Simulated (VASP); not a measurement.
```
CELL_PARAMETERS angstrom
     -1.58000     1.58000     1.58000
      1.58000    -1.58000     1.58000
      1.58000     1.58000    -1.58000
ATOMIC_POSITIONS crystal
  Mo 0.00000 0.00000 0.00000
```

Calculation: PBE GGA, VASP's PBE PAW potentials (set 64) (plane waves; VASP). Settings: 480 eV cut-off, 16×16×16 Γ-centred mesh, first-order Methfessel-Paxton smearing of 0.10 eV, potentials Mo_sv.

Energy and stress use the plane-wave basis of the starting cell.

Task: The ions, cell shape and volume at an external pressure of 10.0 GPa are relaxed. What does this cell relax into?

Result: 
```
CELL_PARAMETERS angstrom
     -1.56253     1.56253     1.56253
      1.56253    -1.56253     1.56253
      1.56253     1.56253    -1.56253
ATOMIC_POSITIONS crystal
  Mo 0.00000 0.00000 0.00000
```
Space group Im-3m (229), at a tolerance of 0.03 Å.

Task: How do energy and volume change from the first to the last step?

Result: The energy (σ→0) changes by +16.5 meV/atom and the volume by -3.3 %, in 4 ionic steps.

| step | E(σ→0) (eV) | max force (eV/Å) | pressure (GPa) | volume (Å³) |
|---|---|---|---|---|
| 1 | -10.9403 | 0.000 | 0.50 | 15.78 |
| 2 | -10.6592 | 0.000 | 48.86 | 13.74 |
| 3 | -10.9251 | 0.000 | 9.55 | 15.28 |
| 4 | -10.9239 | 0.000 | 9.95 | 15.26 |

The compound is Mo in the bcc structure. This run relaxes it under an external pressure of 10 GPa. Symmetry was kept, so distortions that lower it aren't found.
